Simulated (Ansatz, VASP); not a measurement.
# InP: VASP beside Ansatz

One calculation is typed for both programs; each brings its own data sets. How far apart do they land? The cell is taken from a series of runs on this material, whose earlier steps may have relaxed, scaled, displaced or heated it; both programs get it as it stands.

Program: Ansatz 0.2.0. Level of theory: plane waves, with VASP 6.6.1 beside it; single point at LDA. Results are calculated unless marked as measured.

### 1. Set-up

The structure is cubic, space group F-43m (No. 216). The conventional cell has a = 5.827 Å, b = 5.827 Å, c = 5.827 Å, α = 90.00°, β = 90.00°, γ = 90.00°. P has 4 In at 2.52 Å nearest. In has 4 P at 2.52 Å nearest. Farther neighbours are not listed.

### 2. VASP: single point, LDA

A single point gives forces, pressure and levels at one fixed geometry, so differences don't come from the geometry; what else differs is listed under the comparison.

Lines of VASP's logs that name or quote its potential files are left out, and so is its time.

The input, INCAR:

```
SYSTEM = InP
PREC = Accurate
ENCUT = 500
EDIFF = 1E-06
NELM = 120
ISMEAR = -1
SIGMA = 0.03
LREAL = .FALSE.
ALGO = Normal
GGA = PW92
NBANDS = 15
LORBIT = 11
LWAVE = .FALSE.
LCHARG = .FALSE.
ISIF = 2
LASPH = .TRUE.
GGA_COMPAT = .FALSE.
EFERMI = MIDGAP
KPAR = 2
```

The input, POSCAR:

```
InP
1.0
    0.0000000000      2.9134905970      2.9134905970
    2.9134905970      0.0000000000      2.9134905970
    2.9134905970      2.9134905970      0.0000000000
P In
1 1
Direct
    0.7500000000      0.7500000000      0.7500000000
    0.0000000000      1.0000000000      0.0000000000
```

The input, KPOINTS:

```
Automatic mesh
0
Gamma
30 30 30
0 0 0
```

PAW data sets: P and In_d (LDA family, release 64).

Started as:

```console
mpirun -np 2 vasp_std
```

Numbers of over 12 decimals in the logs are rounded to 6 here.

The program printed:

```text
[banner, memory and clock lines left out]
running    2 mpi-ranks, on    1 nodes
 distrk:  each k-point on    1 cores,    2 groups
 distr:  one band on    1 cores,    1 groups

 POSCAR found type information on POSCAR P In
 POSCAR found :  2 types and       2 ions
|                                                                             |
|               ----> ADVICE to this user running VASP <----                  |
|                                                                             |
|     You enforced a specific xc type in the INCAR file but a different       |
|     [... a line on the potential file left out ...]
|     I HOPE YOU KNOW WHAT YOU ARE DOING!                                     |
|                                                                             |

 LDA part: xc-table for (Slater(with rela. corr.)+PW92), standard interpolation
 POSCAR, INCAR and KPOINTS ok, starting setup
 FFT: planning ... GRIDC
 FFT: planning ... GRID_SOFT
 FFT: planning ... GRID
 WAVECAR not read
 entering main loop
       N       E                     dE             d eps       ncg     rms          rms(c)
DAV:   1     0.111215601666E+03    0.11122E+03   -0.83370E+03 22724   0.131E+03
DAV:   2    -0.237169840083E+01   -0.11359E+03   -0.10907E+03 24555   0.307E+02
DAV:   3    -0.990091195320E+01   -0.75292E+01   -0.74851E+01 29259   0.798E+01
DAV:   4    -0.101025765396E+02   -0.20166E+00   -0.20158E+00 28488   0.141E+01
DAV:   5    -0.101123536554E+02   -0.97771E-02   -0.97769E-02 34113   0.271E+00    0.597E+00
DAV:   6    -0.971727859897E+01    0.39508E+00   -0.61170E-01 36247   0.136E+01    0.357E+00
DAV:   7    -0.967425522723E+01    0.43023E-01   -0.15309E-01 32019   0.331E+00    0.119E+00
DAV:   8    -0.966904017432E+01    0.52151E-02   -0.13891E-02 30335   0.144E+00    0.399E-01
DAV:   9    -0.966879800226E+01    0.24217E-03   -0.11288E-03 30995   0.406E-01    0.182E-01
DAV:  10    -0.966882849152E+01   -0.30489E-04   -0.15508E-04 35829   0.150E-01    0.113E-01
DAV:  11    -0.966883208773E+01   -0.35962E-05   -0.28631E-05 35422   0.844E-02    0.657E-02
DAV:  12    -0.966882974495E+01    0.23428E-05   -0.51646E-06 29525   0.217E-02    0.123E-02
DAV:  13    -0.966882971557E+01    0.29376E-07   -0.36271E-07 17244   0.357E-03
   1 F= -.96688297E+01 E0= -.96688297E+01  d E =-.133650E-07
```

From OUTCAR (step 2):

```text
ion  position               nearest neighbor table
   1  0.750  0.750  0.750-   2 2.52   2 2.52   2 2.52   2 2.52
   2  0.000  0.000  0.000-   1 2.52   1 2.52   1 2.52   1 2.52

  LATTYP: Found a face centered cubic cell.
 ALAT       =     5.8269811940

 Subroutine GETGRP returns: Found 24 space group operations
 (whereof 24 operations were pure point group operations)

The static configuration has the point symmetry T_d .

 Found    752 irreducible k-points:

   k-points           NKPTS =    752   k-points in BZ     NKDIM =    752   number of bands    NBANDS=     15

   dimension x,y,z NGX =    30 NGY =   30 NGZ =   30
   dimension x,y,z NGXF=    60 NGYF=   60 NGZF=   60

   ENCUT  =  500.0 eV  36.75 Ry    6.06 a.u.   7.51  7.51  7.51*2*pi/ulx,y,z

   NELECT =      18.0000    total number of electrons

 k-points in reciprocal lattice and weights: Automatic mesh
   0.00000000  0.00000000  0.00000000       0.000
   0.03333333  0.00000000  0.00000000       0.000
   0.06666667  0.00000000  0.00000000       0.000
   0.10000000  0.00000000  0.00000000       0.000
   0.13333333  0.00000000  0.00000000       0.000
   0.16666667  0.00000000  0.00000000       0.000
   0.20000000  0.00000000  0.00000000       0.000
   0.23333333  0.00000000  0.00000000       0.000
   0.26666667  0.00000000  0.00000000       0.000
[...]
-0.26666667  0.46666667  0.23333333       0.001
  -0.26666667  0.50000000  0.23333333       0.000

 average (electrostatic) potential at core
       1 -83.8413       2 -95.0706

 E-fermi :   5.5636

 k-point     1 :       0.0000    0.0000    0.0000
  band No.  band energies     occupation
    ...
      5      -8.8607      2.00000
      6      -6.4595      2.00000
      7       5.2069      1.99999
      8       5.2069      1.99999
      9       5.2069      1.99999
     10       5.8120      0.00051
     11       9.1725      0.00000
     12       9.1725      0.00000
     13       9.1725      0.00000
     14      13.5757      0.00000
    ...

 k-point     2 :       0.0333    0.0000    0.0000
  band No.  band energies     occupation
    ...
      5      -8.8607      2.00000
      6      -6.4462      2.00000
      7       4.9497      2.00000
      8       5.1912      1.99999
      9       5.1912      1.99999
     10       6.0274      0.00000
     11       9.1729      0.00000
     12       9.1960      0.00000
     13       9.1960      0.00000
     14      13.6509      0.00000
    ...

 k-point     3 :       0.0667    0.0000    0.0000
  band No.  band energies     occupation
    ...
      5      -8.8607      2.00000
      6      -6.4063      2.00000
      7       4.4957      2.00000
      8       5.1457      2.00000
      9       5.1457      2.00000
     10       6.3521      0.00000
     11       9.1860      0.00000
     12       9.2636      0.00000
     13       9.2636      0.00000
     14      13.8621      0.00000
    ...

  Total       -0.0034771     -0.0034771     -0.0034771      0.0000000     -0.0000000     -0.0000000
  in kB       -0.1126293     -0.1126293     -0.1126293      0.0000000     -0.0000000     -0.0000000
  external PRESSURE =      -0.1126293 kB  Pullay stress =       0.0000000 kB

  energy-cutoff  :      500.00
  volume of cell :       49.46
      direct lattice vectors                 reciprocal lattice vectors
     0.000000000  2.913490597  2.913490597    -0.171615450  0.171615450  0.171615450
     2.913490597  0.000000000  2.913490597     0.171615450 -0.171615450  0.171615450
     2.913490597  2.913490597  0.000000000     0.171615450  0.171615450 -0.171615450

 POSITION                                       TOTAL-FORCE (eV/Angst)
 -----------------------------------------------------------------------------------
      4.37024      4.37024      4.37024         0.000000      0.000000      0.000000
      0.00000      0.00000      0.00000        -0.000000     -0.000000     -0.000000
 -----------------------------------------------------------------------------------
    total drift:                                0.000000      0.000000      0.000000

  FREE ENERGIE OF THE ION-ELECTRON SYSTEM (eV)
  ---------------------------------------------------
  free  energy   TOTEN  =        -9.6688297156 eV

  energy  without entropy=       -9.6688297022  energy(sigma->0) =       -9.66882971

 total charge
# of ion       s       p       d       tot
------------------------------------------
    1        1.035   1.493   0.000   2.528
    2        0.847   0.802   9.899  11.548
--------------------------------------------------
tot          1.882   2.296   9.899  14.076

[... 3 further parts left out ...]
```

The run ends at a pressure of -0.01 GPa.

### 3. Ansatz: single point, LDA

Ansatz runs on its PAW soft_1 files.

The same cell, functional (in two slightly different forms), mesh and smearing now go to Ansatz, which takes its cutoff from its data sets.

The input, input.yaml:

```yaml
crystal:
  lattice:
    - [0.0, 2.913490597, 2.913490597]
    - [2.913490597, 0.0, 2.913490597]
    - [2.913490597, 2.913490597, 0.0]
  atoms:
    - { symbol: P, position: [0.75, 0.75, 0.75] }
    - { symbol: In, position: [0.0, 0.0, 0.0] }
kpoints:
  mp_grid: { grid: [30, 30, 30] }
hamiltonian:
  xc: lda
  pseudopotentials: { kind: paw, azcp: { folder: soft_1 }, xc_functional: pbe }
scf:
  occupations: { method: fermi_dirac, width: 0.03 }
output:
  forces: true
  stress: true
  eigenvalues: true
```

Started as:

```console
ansatz run input.yaml --threads 8 --pin off --max-ram 16384MiB --backend cpu --events-out ev --progress --plain --runs-dir out
```

The program printed:

```text
Engine: ansatz 0.2.0, aarch64-unknown-linux-gnu
Pseudopotentials: kind: paw
Pseudopotential: P, paw, valence charge 5, recommended cutoff 420 eV (normal), soft_1/P.paw.azcp
Pseudopotential: In, paw, valence charge 13, recommended cutoff 420 eV (normal), soft_1/In.paw.azcp
Functional definition: SPW92
  exchange = slater_x
  correlation = pw_c
Crystal: 2 atoms, lattice volume = 49.462 Å³
Basis set: ecut = 420 eV, 941 PW (Γ)
Bands: 13, of which v1, the nominal top of the filled ones, is band 9 counted from 1 (8 counted from 0)
Symmetry: 24 space group operations
Space group: F-43m (ITA 216), of the structure as read, at distance tolerance 3.7e-5 Å
k-points: 752 of 27000 (time reversal used)
Non-local potential: P, projectors of the file, l = 0: 2, l = 1: 2, l = 2: 1
Non-local potential: In, projectors of the file, l = 0: 2, l = 1: 2, l = 2: 2, l = 3: 1
PAW form: soft (Blöchl's): semilocal exchange-correlation on the pseudo side does not see the compensation charge
PAW frozen core: P, regenerated for the run's functional, and the local potential with it (the file was generated under x = pbe(κ = 0.804, μ = 0.219515), c = pbe(β = 0.066725))
PAW frozen core: In, regenerated for the run's functional, and the local potential with it (the file was generated under x = pbe(κ = 0.804, μ = 0.219515), c = pbe(β = 0.066725))
PAW one-centre angular grid: P, 110 points (default); XC on 64 Gauss nodes
PAW one-centre angular grid: In, 590 points (default); XC on 64 Gauss nodes
Initial density: superposition of atomic densities (chi_scale 0.1, normalization cell, long waves kept (reshape's long-wave potential 0.00 eV rms))
Initial wavefunctions: pseudopotential atomic-orbital guess
Functional: x = slater, c = lda
SCF iter   1: F=—  HF=-6183.863267 eV  |F-HF|=—  |Δ(HF+E_count)|=         —  Δρ=3.29e-2  dr2=7.92e-1  ethr=3.10e-3  ⟨swp⟩=6.4  Hψ=67668  notcnv=0
preconditioner: auto → none  [insulator: Δε(μ)=0.904 eV  Ē_g=14.446 eV  σ=0.030 eV  W_gap=1.00  n_scr=14 (ndim 8)  ℏωp=22.4 eV  f_vac=0.000  D(μ)=0.00/eV (n_scr^D=0)  ε∞_Penn≈3.4]
SCF iter   2: F=—  HF=-6183.627618 eV  |F-HF|=—  |Δ(HF+E_count)|=   2.36e-1  Δρ=1.53e-2  dr2=9.10e-2  ethr=3.10e-3  ⟨swp⟩=3.5  Hψ=25281  notcnv=0
SCF iter   3: F=—  HF=-6183.607491 eV  |F-HF|=—  |Δ(HF+E_count)|=   2.01e-2  Δρ=5.82e-3  dr2=1.22e-2  ethr=5.05e-4  ⟨swp⟩=2.5  Hψ=16571  notcnv=0
SCF iter   4: F=—  HF=-6183.604924 eV  |F-HF|=—  |Δ(HF+E_count)|=   2.57e-3  Δρ=7.15e-4  dr2=1.20e-4  ethr=6.76e-5  ⟨swp⟩=2.9  Hψ=19273  notcnv=0
SCF iter   5: F=—  HF=-6183.604897 eV  |F-HF|=—  |Δ(HF+E_count)|=   2.76e-5  Δρ=1.38e-4  dr2=5.52e-6  ethr=6.65e-7  ⟨swp⟩=2.0  Hψ=16525  notcnv=0
SCF iter   6: F=—  HF=-6183.604895 eV  |F-HF|=—  |Δ(HF+E_count)|=   1.88e-6  Δρ=1.81e-5  dr2=1.34e-7  ethr=3.07e-8  ⟨swp⟩=3.0  Hψ=17765  notcnv=0
SCF iter   7: F=-6183.604895 eV  HF=-6183.604895 eV  |F-HF|=1.58e-9  |Δ(HF+E_count)|=   1.40e-8  Δρ=1.54e-6  dr2=1.92e-9  ethr=5.56e-10  ⟨swp⟩=7.0  Hψ=48649  notcnv=0
SCF 1 converged in 7 iterations: F = -6183.604895 eV  dr2 = 1.92e-9
  greatest PAW one-centre occupation: 0.982 electrons in one spin orbital (limit 2), on the In atom at site 1 (counted from 0), in its partial waves of l = 2
SCF converged after 7 iterations
Free energy (F): -6183.604895 eV
Harris-Foulkes:  -6183.604895 eV  (|F-HF|=1.58e-9)
Internal energy: -6183.604895 eV  (E = F + TS)
E sigma→0 (E₀):  -6183.604895 eV
Entropy (-TS):   -0.000000 eV (-0.000 meV/atom)
Fermi energy:    7.339757 eV
--- Per-component energies (eV) ---
  E_band       = -53.157426
  E_kinetic    = 289.146199
  E_local      = -1325.194952  (includes V_loc(G=0)·N_el)
  E_nonlocal   = 363.948278
  E_hartree    = 529.287588
  E_xc         = -214.138234
  E_vxc        = -151.773674  (∫ρ·V_xc dr)
  E_paw        = -4599.220777  (= ΣΔE_a)
  E_vpaw       = -287.859082  (= ΣTr[D̂ρ^β])
  E_aug_tail   = 0.000084  (compensation charges beyond the density's cutoff)
  E_ewald      = -1227.834968
  E_core_change = 0.401886  (= ΣΔE_core)
  E_smearing   = -0.000000  (= −TS)
  E_closure    = -0.000000  (closes the sum)
  Σ components = -6183.604895   (vs F -6183.604895, Δ=0.00e0)
--- Forces (eV/Å), atoms counted from 1 ---
  atom   1  P      0.00000000     0.00000000    -0.00000000
  atom   2  In    -0.00000000     0.00000000     0.00000000
  max |Σ_I F_I| component: 9.25e-17 eV/Å
--- Stress (GPa, compression-positive) ---
       -0.000057       0.000000      -0.000000
       -0.000000      -0.000057       0.000000
       -0.000000       0.000000      -0.000057
  P = ⅓ Tr σ = -0.0001 GPa (-0.001 kbar)
--- Band table (eV; the first three rows and the last of 752) ---
  k-point 0: bands = [... 5 lower, -4.6804, 6.9981, 6.9981, 6.9981, 7.5732, 10.9565, 10.9565, 10.9565]
  k-point 1: bands = [... 5 lower, -4.6671, 6.7346, 6.9824, 6.9824, 7.7949, 10.9568, 10.9799, 10.9799]
  k-point 2: bands = [... 5 lower, -4.6272, 6.2777, 6.9369, 6.9369, 8.1224, 10.9698, 11.0474, 11.0474]
  k-point 751: bands = [... 5 lower, -2.0911, 1.1972, 3.9269, 3.9503, 11.0999, 11.2829, 12.5339, 13.0973]
```

The run ends at a pressure of 0.00 GPa.

### 4. Side by side

Known differences besides the potentials themselves: the cutoff is 420 eV in Ansatz and 500 eV in VASP; VASP's log shows a relativistic correction to its local exchange, Ansatz's none. Total energies have different zeros and are not compared.

Compared:

```
              quantity  Ansatz   VASP  difference
        pressure (GPa)    0.00  -0.01       +0.01
gap on the k mesh (eV)   0.575  0.605      -0.030
```

A gap on the mesh is an upper bound, since the band edges may lie between its points.

### 5. Outcome

```yaml
difference_in_gap_on_the_k_mesh_single_point_lda: -0.030 eV
```

The difference in gap on the k mesh is -0.030 eV (single point, LDA), within the 0.08 eV picked in this series as the mark of a large difference. 6 further runs of this series are not shown here. Such differences can come from data sets, numerical settings and the points named under the comparisons, not from the functional's error against experiment.

[Lines on the potential files, build, host, timing and source positions are cut from VASP's logs without a mark.]

[Logs are printed without paths, hosts, clocks, repeated set-up lines and the standing remarks that a program may print on its own settings, such as how far it seeks lower states.]

[Hosts, paths, dates, database ids (printed as entryN), source tags and the programs' standing remarks are cut or masked in the printed files.]
